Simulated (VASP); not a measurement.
Given:

```yaml
crystal:
  lattice:
    - [4.84565, 0.00000, 0.00000]
    - [0.00000, 4.84565, 0.00000]
    - [0.00000, 0.00000, 3.29130]
  atoms:
    - { symbol: Mn, position: [0.00000, 0.00000, 0.00000], spin: 4.6 }
    - { symbol: Mn, position: [0.50000, 0.50000, 0.50000], spin: -4.6 }
    - { symbol: F, position: [0.30404, 0.30404, 0.00000] }
    - { symbol: F, position: [0.80404, 0.19596, 0.50000] }
    - { symbol: F, position: [0.19596, 0.80404, 0.50000] }
    - { symbol: F, position: [0.69596, 0.69596, 0.00000] }
```

These are r2SCAN+rVV10, VASP's PBE PAW potentials (set 64) (plane waves; VASP) values and carry that method's errors. Run with 520 eV cut-off, 5×5×8 Γ-centred mesh, tetrahedra with Blöchl corrections, potentials Mn_pv F.

**Question.** Give the spin-up energies of bands 18 to 31 at the high-symmetry points, in eV from the valence-band maximum.

**Answer.** 
```
band      Γ      Y     C0      Z     A0      T      S      R
----  -----  -----  -----  -----  -----  -----  -----  -----
18    -5.46  -5.00  -5.00  -5.26  -5.23  -5.23  -5.25  -5.50
19    -4.59  -4.84  -4.84  -5.00  -4.50  -4.50  -5.10  -4.83
20    -4.22  -4.71  -4.71  -4.89  -4.45  -4.45  -5.01  -4.75
21    -4.21  -4.68  -4.68  -4.74  -4.34  -4.34  -4.28  -4.46
22    -3.92  -4.57  -4.57  -4.61  -4.32  -4.32  -4.25  -4.42
23    -1.69  -1.68  -1.68  -1.51  -1.54  -1.54  -1.64  -1.55
24    -1.45  -1.44  -1.44  -1.44  -1.49  -1.49  -1.41  -1.48
25    -1.28  -1.21  -1.21  -1.16  -1.27  -1.27  -1.26  -1.27
26    -0.33  -0.50  -0.50  -0.55  -0.57  -0.57  -0.06  -0.64
27    -0.05  -0.05  -0.05  -0.23  -0.07  -0.07   0.00  -0.01
28     2.90   3.96   3.96   4.20   4.19   4.19   3.89   4.18
29     3.90   4.46   4.46   4.24   4.23   4.23   4.43   4.23
30     4.47   4.48   4.48   4.34   4.47   4.47   4.44   4.46
31     4.49   4.62   4.62   5.17   5.06   5.06   5.00   5.13
```

**Question.** Give the spin-down energies of bands 18 to 31 at the high-symmetry points, in eV from the valence-band maximum.

**Answer.** 
```tsv
band	Γ	Y	C0	Z	A0	T	S	R
18	-5.46	-5.00	-5.00	-5.26	-5.23	-5.23	-5.25	-5.50
19	-4.59	-4.84	-4.84	-5.00	-4.50	-4.50	-5.10	-4.83
20	-4.22	-4.71	-4.71	-4.89	-4.45	-4.45	-5.01	-4.75
21	-4.21	-4.68	-4.68	-4.74	-4.34	-4.34	-4.28	-4.46
22	-3.92	-4.57	-4.57	-4.61	-4.32	-4.32	-4.25	-4.42
23	-1.69	-1.68	-1.68	-1.51	-1.54	-1.54	-1.64	-1.55
24	-1.45	-1.44	-1.44	-1.44	-1.49	-1.49	-1.41	-1.48
25	-1.28	-1.21	-1.21	-1.16	-1.27	-1.27	-1.26	-1.27
26	-0.33	-0.50	-0.50	-0.55	-0.57	-0.57	-0.06	-0.64
27	-0.05	-0.05	-0.05	-0.23	-0.07	-0.07	0.00	-0.01
28	2.90	3.96	3.96	4.20	4.19	4.19	3.89	4.18
29	3.90	4.46	4.46	4.24	4.23	4.23	4.43	4.23
30	4.47	4.48	4.48	4.34	4.47	4.47	4.44	4.46
31	4.49	4.62	4.62	5.17	5.06	5.06	5.00	5.13
```

The gap is indirect, 2.90 eV, from the valence maximum at (0.40, 0.20, 0.50) to the conduction minimum at Γ.

The compound is MnF2 in the rutile structure. It was relaxed first.
